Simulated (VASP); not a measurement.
Given:

```
CrB
1.0
    0.00000     2.05991     2.05991
    2.05991     0.00000     2.05991
    2.05991     2.05991     0.00000
Cr B
1 1
Cartesian
  0.00000   0.00000   0.00000
  2.05991   2.05991   2.05991
```

All values below come from PBEsol GGA, VASP's PBE PAW potentials (set 64) (plane waves; VASP 6.6.1). Settings: 520 eV cut-off, 14×14×14 Γ-centred mesh, first-order Methfessel-Paxton smearing of 0.10 eV, potentials Cr_pv B.

Question: Estimate the energy per atom (σ→0), band gap (on the k-mesh) with the smallest direct gap where there is one.

Answer: 
```json
{
  "band gap (on the k-mesh)": "none (metal, semimetal or under 0.01 eV)",
  "energy per atom (σ→0)": "-8.733 eV/atom"
}
```

Total energies compare only between runs with the same potentials, cut-off and functional.

The structure was generated: CrB was put into the rock salt type (Fm-3m), which need not be its known phase. It was relaxed first, which changed the volume by -37 %. The start is the result of an earlier pass. The run is not spin-polarised, so no magnetic state was tried. The electron count is odd and the run is not spin-polarised, which forces a metal.
